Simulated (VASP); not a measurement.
# AlB3P4 (R3m) in VASP: single point with r2SCAN

Aim: the single point of AlB3P4 with r2SCAN.

Everything below comes from runs of VASP 6.6.1. Logs are shortened: lines on timing, memory, paths and dates and some standing lists are left out, and cuts for length are marked.

## (1) The crystal as given

It takes space group R3m (No. 160, trigonal). The conventional cell has a = 3.352 Å, b = 3.352 Å, c = 33.932 Å, α = 90.00°, β = 90.00°, γ = 120.00°. Al (site symmetry 3m) has 4 P at 2.23 to 2.39 Å as nearest neighbours. B (site symmetry 3m) has 4 P at 1.97 to 2.03 Å as nearest neighbours. B (site symmetry 3m) has 4 P at 1.97 to 2.04 Å as nearest neighbours. B (site symmetry 3m) is surrounded by 4 P at 1.97 to 2.04 Å. P (site symmetry 3m) has 1 B at 1.97 Å and 3 Al at 2.23 Å as nearest neighbours. P (site symmetry 3m) has 4 B at 1.97 to 2.03 Å as nearest neighbours. P (site symmetry 3m) has 3 B at 2.04 Å as nearest neighbours. Around P (site symmetry 3m) lie 4 B at 1.97 to 2.04 Å.

The cell was built by a generator and needn't be a form met in nature.

## (2) Single point, r2SCAN

The input, INCAR:

```
SYSTEM = AlB3P4
ALGO = Normal ; EDIFF = 1E-6
ENCUT = 520 ; ISIF = 2
ISMEAR = 0 ; KPAR = 4
LASPH = .TRUE. ; LCHARG = .FALSE.
LMIXTAU = .TRUE. ; LREAL = .FALSE.
LWAVE = .FALSE. ; METAGGA = R2SCAN
NBANDS = 26 ; NELM = 150
PREC = Accurate ; SIGMA = 0.1
```

The input, KPOINTS:

```
k-points
0
G
  10 10 10
  0 0 0
```

The input, POSCAR:

```
AlB3P4
1.0
    1.6758400000      0.9675470000     11.3105400000
   -1.6758400000      0.9675470000     11.3105400000
    0.0000000000     -1.9350930000     11.3105400000
Al B P
1 3 4
Direct
    0.0015560000      0.0015560000      0.0015560000
    0.2439270000      0.2439270000      0.2439270000
    0.7572810000      0.7572810000      0.7572810000
    0.5007400000      0.5007400000      0.5007400000
    0.3020680000      0.3020680000      0.3020680000
    0.5588800000      0.5588800000      0.5588800000
    0.0719380000      0.0719380000      0.0719380000
    0.8154400000      0.8154400000      0.8154400000
```

Potentials or basis: VASP PAW PBE potentials, release 64 (Al, B, P).

Command:

```
cat potpaw_PBE.64/Al/POTCAR potpaw_PBE.64/B/POTCAR potpaw_PBE.64/P/POTCAR > POTCAR
mpirun -np 4 vasp_std > vasp.out
```

OUTCAR:

```text
SYSTEM = AlB3P4
   EDIFF = 1E-6
   ENCUT = 520
   ISIF = 2
   ISMEAR = 0
   LASPH = .TRUE.
   LREAL = .FALSE.
   METAGGA = R2SCAN
   NELM = 150
   PREC = Accurate

 ion  position               nearest neighbor table
   1  0.002  0.002  0.002-   5 2.23   5 2.23   5 2.23   7 2.39
   2  0.244  0.244  0.244-   5 1.97   6 2.03   6 2.03   6 2.03
   3  0.757  0.757  0.757-   8 1.97   7 2.04   7 2.04   7 2.04
   4  0.501  0.501  0.501-   6 1.97   8 2.04   8 2.04   8 2.04
   5  0.302  0.302  0.302-   2 1.97   1 2.23   1 2.23   1 2.23
   6  0.559  0.559  0.559-   4 1.97   2 2.03   2 2.03   2 2.03
   7  0.072  0.072  0.072-   3 2.04   3 2.04   3 2.04   1 2.39
   8  0.815  0.815  0.815-   3 1.97   4 2.04   4 2.04   4 2.04

  LATTYP: Found a trigonal (rhomboedric) cell.
 ALAT       =    11.4748813499
 COS(alpha) =     0.9573421768

  Lattice vectors:

 A1 = (   1.6758400000,   0.9675470000,  11.3105400000)
 A2 = (  -1.6758400000,   0.9675470000,  11.3105400000)
 A3 = (   0.0000000000,  -1.9350930000,  11.3105400000)

Analysis of symmetry for initial positions (statically):
=====================================================================
 Subroutine PRICEL returns:
 Original cell was already a primitive cell.

 Routine SETGRP: Setting up the symmetry group for a
 trigonal (rhombohedral) supercell.

 Subroutine GETGRP returns: Found  6 space group operations
 (whereof  6 operations were pure point group operations)
 out of a pool of 12 trial point group operations.

The static configuration has the point symmetry C_3v.

Analysis of symmetry for dynamics (positions and initial velocities):
=====================================================================
 Subroutine PRICEL returns:
 Original cell was already a primitive cell.

 Routine SETGRP: Setting up the symmetry group for a
 trigonal (rhombohedral) supercell.

 Subroutine GETGRP returns: Found  6 space group operations
 (whereof  6 operations were pure point group operations)
 out of a pool of 12 trial point group operations.

The dynamic configuration has the point symmetry C_3v.

 Subroutine INISYM returns: Found  6 space group operations
 (whereof  6 operations are pure point group operations),
 and found     1 'primitive' translations

----------------------------------------------------------------------------------------

                                     Primitive cell

  volume of cell :     110.0371

  direct lattice vectors                    reciprocal lattice vectors
     1.675840000  0.967547000 11.310540000     0.298357838  0.172256980  0.029471031
    -1.675840000  0.967547000 11.310540000    -0.298357838  0.172256980  0.029471031
     0.000000000 -1.935093000 11.310540000     0.000000000 -0.344513960  0.029471046

  length of vectors
    11.474881350 11.474881350 11.474881263     0.345772192  0.345772192  0.345772195

  position of ions in fractional coordinates (direct lattice)
     0.001556000  0.001556000  0.001556000
     0.243927000  0.243927000  0.243927000
     0.757281000  0.757281000  0.757281000
     0.500740000  0.500740000  0.500740000
     0.302068000  0.302068000  0.302068000
     0.558880000  0.558880000  0.558880000
     0.071938000  0.071938000  0.071938000
     0.815440000  0.815440000  0.815440000

  ion indices of the primitive-cell ions
   primitive index   ion index
                 1           1
                 2           2
                 3           3
                 4           4
                 5           5
                 6           6
                 7           7
                 8           8

----------------------------------------------------------------------------------------

 KPOINTS: k-points

Automatic generation of k-mesh.
 Grid dimensions read from file:
 generate k-points for:   10   10   10

 Generating k-lattice:

  Cartesian coordinates                     Fractional coordinates (reciprocal lattice)
     0.029835784  0.017225698  0.002947103     0.100000000  0.000000000  0.000000000
    -0.029835784  0.017225698  0.002947103     0.000000000  0.100000000  0.000000000
     0.000000000 -0.034451396  0.002947105     0.000000000  0.000000000  0.100000000

  Length of vectors
     0.034577219  0.034577219  0.034577220

  Shift w.r.t. Gamma in fractional coordinates (k-lattice)
     0.000000000  0.000000000  0.000000000

 Subroutine IBZKPT returns following result:
 ===========================================

 Found    116 irreducible k-points:

 Following reciprocal coordinates:
            Coordinates               Weight
  0.000000  0.000000  0.000000      1.000000
  0.100000  0.000000 -0.000000      6.000000
  0.200000  0.000000 -0.000000      6.000000
  0.300000 -0.000000 -0.000000      6.000000
  0.400000 -0.000000  0.000000      6.000000
  0.500000 -0.000000 -0.000000      3.000000
[... 16 lines left out ...]
  0.300000  0.300000 -0.000000      6.000000
  0.400000  0.300000 -0.000000     12.000000
 [... further k-points ...]
   k-points           NKPTS =    116   k-points in BZ     NKDIM =    116   number of bands    NBANDS=     26
   number of dos      NEDOS =    301   number of ions     NIONS =      8
   total plane-waves  NPLWV = 729000
   dimension x,y,z NGX =    90 NGY =   90 NGZ =   90
   dimension x,y,z NGXF=   180 NGYF=  180 NGZF=  180
   ions per type =               1   3   4
   NGX,Y,Z   is equivalent  to a cutoff of  13.04, 13.04, 13.04 a.u.
   NGXF,Y,Z  is equivalent  to a cutoff of  26.08, 26.08, 26.08 a.u.
 SYSTEM =  AlB3P4
   PREC   = accura    normal or accurate (medium, high low for compatibility)
   ISTART =      0    job   : 0-new  1-cont  2-samecut
   ICHARG =      2    charge: 1-file 2-atom 10-const
   ISPIN  =      1    spin polarized calculation?
   LNONCOLLINEAR =      F non collinear calculations
   LSORBIT =      F    spin-orbit coupling
   LASPH  =      T    aspherical Exc in radial PAW
   ENCUT  =  520.0 eV  38.22 Ry    6.18 a.u.  21.34 21.34 21.34*2*pi/ulx,y,z
   NELM   =    150;   NELMIN=  2; NELMDL= -5     # of ELM steps
   EDIFF  = 0.1E-05   stopping-criterion for ELM
   LREAL  =      F    real-space projection
   EDIFFG = 0.1E-04   stopping-criterion for IOM
   NSW    =      0    number of steps for IOM
   IBRION =     -1    ionic relax: 0-MD 1-quasi-New 2-CG
   NFREE  =      0    steps in history (QN), initial steepest desc. (CG)
   ISIF   =      2    stress and relaxation
   ISYM   =      2    0-nonsym 1-usesym 2-fastsym
   POTIM  = 0.5000    time-step for ionic-motion
   TEBEG  =    0.0;   TEEND  =   0.0 temperature during run
   PSTRESS=    0.0 pullay stress
   NELECT =      32.0000    total number of electrons
   NUPDOWN=      -1.0000    fix difference up-down
   EMIN   =  10.00;   EMAX   =-10.00  energy-range for DOS
   EFERMI =   0.00;   METHOD = LEGACY
   ISMEAR =     0;   SIGMA  =   0.10  broadening in eV -4-tet -1-fermi 0-gaus
   EFERMI_NEDOS =   21; number of points for ismear=-14 and -15
   IALGO  =     38    algorithm
   IMIX   =      4    mixing-type and parameters
     AMIX     =   0.40;   BMIX     =  1.00
     AMIX_MAG =   1.60;   BMIX_MAG =  1.00
  volume/ion in A,a.u.               =      13.75        92.82
  Fermi-wavevector in a.u.,A,eV,Ry     =   1.084622  2.049639 16.005965  1.176405
  Thomas-Fermi vector in A             =   2.220717
   LORBIT       =      0    0 simple, 1 ext, 2 COOP (PROOUT), +10 PAW based schemes
   METAGGA = R2SCAN    functional components
   LHFCALC =     F    Hartree Fock is set to
   AEXX    =    0.0000 exact exchange contribution
   IVDW    =     0    specifies the selected vdW correction
   LEPSILON=     F    determine dielectric tensor
   LRPA    =     F    only Hartree local field effects (RPA)
 non-spin polarized calculation
 Gauss-broadening in eV      SIGMA  =   0.10
  energy-cutoff  :      520.00
  volume of cell :      110.04
 maximum number of plane-waves:      2985
 NGX is ok and might be reduce to    90
   NGX = 43   NGY = 43   NGZ = 43

 number of electron      31.9999999 magnetization

 Free energy of the ion-electron system (eV)
  ---------------------------------------------------
  ext. energy  EPLUGINS =         0.00000000
  ---------------------------------------------------
  free energy    TOTEN  =       -67.34257139 eV

  energy without entropy =      -67.34059192  energy(sigma->0) =      -67.34158165

 E-fermi :   7.8170     XC(G=0): -10.9186

 val. band max:        7.7941801083   @ k =   0.0000   0.0000   0.0000
 cond. band min:       7.8416443456   @ k =  -0.2000   0.2000   0.2000
 fundamental gap:      0.0474642373
 Fermi energy:         7.8169540944

 k-point     1 :       0.0000    0.0000    0.0000
  band No.  band energies     occupation
      1      -8.8155      2.00000
      2      -7.8870      2.00000
      3      -6.9687      2.00000
      4      -5.3931      2.00000
      5      -2.0590      2.00000
      6       1.2572      2.00000
[... 18 lines left out ...]
     25      11.2578      0.00000
     26      11.2578      0.00000

 k-point     2 :       0.1000    0.0000   -0.0000
  band No.  band energies     occupation
      1      -8.6644      2.00000
      2      -7.7416      2.00000
      3      -6.8183      2.00000
      4      -5.2606      2.00000
      5      -1.9325      2.00000
      6       1.2803      2.00000
[... 18 lines left out ...]
     25      11.5567      0.00000
     26      11.9875      0.00000

 k-point     3 :       0.2000    0.0000   -0.0000
  band No.  band energies     occupation
      1      -8.2172      2.00000
      2      -7.3122      2.00000
      3      -6.3803      2.00000
      4      -4.8815      2.00000
      5      -1.6009      2.00000
      6       1.0771      2.00000
[... 572 lines left out ...]
 k-point    23 :       0.3000    0.3000   -0.0000
  band No.  band energies     occupation
      1      -7.4876      2.00000
      2      -6.6782      2.00000
      3      -5.6010      2.00000
      4      -4.4605      2.00000
      5      -1.2170      2.00000
      6      -0.1516      2.00000
[... 18 lines left out ...]
     25      12.7953      0.00000
     26      13.2437      0.00000

 k-point    24 :       0.4000    0.3000   -0.0000
  band No.  band energies     occupation
      1      -6.9369      2.00000
      2      -6.1822      2.00000
      3      -5.0996      2.00000
      4      -4.2040      2.00000
      5      -1.4059      2.00000
      6      -0.8380      2.00000
[... 18 lines left out ...]
     25      12.8165      0.00000
     26      13.5677      0.00000

 [... further k-points ...]

------------------------ aborting loop because EDIFF is reached ----------------------------------------

  FORCE on cell =-STRESS in cart. coord.  units (eV):
  Direction    XX          YY          ZZ          XY          YZ          ZX
  --------------------------------------------------------------------------------------
  -------------------------------------------------------------------------------------
  Total       -0.7085073     -0.7085073     -1.3885611      0.0000000     -0.0000000      0.0000000
  in kB      -10.3161070    -10.3161068    -20.2179218      0.0000000     -0.0000006      0.0000000
  external PRESSURE =     -13.6167119 kB  Pullay stress =       0.0000000 kB

 VOLUME and BASIS-vectors are now :
 -----------------------------------------------------------------------------
  energy-cutoff  :      520.00
  volume of cell :      110.04
      direct lattice vectors                 reciprocal lattice vectors
     1.675840000  0.967547000 11.310540000     0.298357838  0.172256980  0.029471031
    -1.675840000  0.967547000 11.310540000    -0.298357838  0.172256980  0.029471031
     0.000000000 -1.935093000 11.310540000     0.000000000 -0.344513960  0.029471046

 POSITION                                       TOTAL-FORCE (eV/Angst)
 -----------------------------------------------------------------------------------
      0.00000      0.00000      0.05280         0.000000     -0.000000     -0.300811
      0.00000      0.00000      8.27684         0.000000      0.000000      0.026632
      0.00000      0.00000     25.69577         0.000000      0.000000      0.058530
      0.00000      0.00000     16.99092         0.000000      0.000000      0.042356
      0.00000      0.00000     10.24966         0.000000      0.000000      0.359528
      0.00000      0.00000     18.96370         0.000000     -0.000000     -0.035181
      0.00000      0.00000      2.44097         0.000000     -0.000000     -0.101469
      0.00000      0.00000     27.66920         0.000000     -0.000000     -0.049586
 -----------------------------------------------------------------------------------
    total drift:                               -0.000000     -0.000001      0.004344

  FREE ENERGIE OF THE ION-ELECTRON SYSTEM (eV)
  ---------------------------------------------------
  free  energy   TOTEN  =       -67.3425713893 eV

  energy  without entropy=      -67.3405919188  energy(sigma->0) =      -67.34158165
```

It took 55 min on 4 MPI ranks of Intel Xeon Platinum 8559C (Emerald Rapids), shared host; peak memory 1.7 GiB.

What came out:

```
Free energy            : -67.3426 eV
Pressure               : -1.4 GPa
Largest force          : 0.360 eV/Å
Band gap on the k mesh : 0.05 eV, indirect (least direct gap 1.51 eV)
```

Forces in eV/Å, atoms in the order of the input:
```
Al   0.000  0.000 -0.301
B    0.000  0.000  0.027
B    0.000  0.000  0.059
B    0.000  0.000  0.042
P    0.000  0.000  0.360
P    0.000  0.000 -0.035
P    0.000  0.000 -0.101
P    0.000  0.000 -0.050
```

Stress tensor (GPa, compression positive):
```
-1.03  0.00  0.00
 0.00 -1.03  0.00
 0.00  0.00 -2.02
```

Levels at points of the mesh, in eV from the valence-band top:
```csv
k point,band 13,band 14,band 15,band 16,band 17,band 18,band 19,band 20
"(0.00, 0.00, 0.00)",-1.98,-1.54,0.00,0.00,1.63,1.78,2.20,2.26
"(0.50, 0.00, 0.00)",-4.27,-3.92,-3.65,-1.79,0.35,0.90,1.12,2.18
"(0.50, 0.50, 0.00)",-4.66,-3.72,-3.04,-1.73,0.08,0.37,1.25,1.58
"(0.50, 0.50, 0.50)",-1.96,-1.96,-0.04,-0.04,1.76,1.98,2.43,2.43
```

Caveat: the PAW data sets were made with another functional, which shifts forces and pressure a little. A k mesh can miss the band edges.
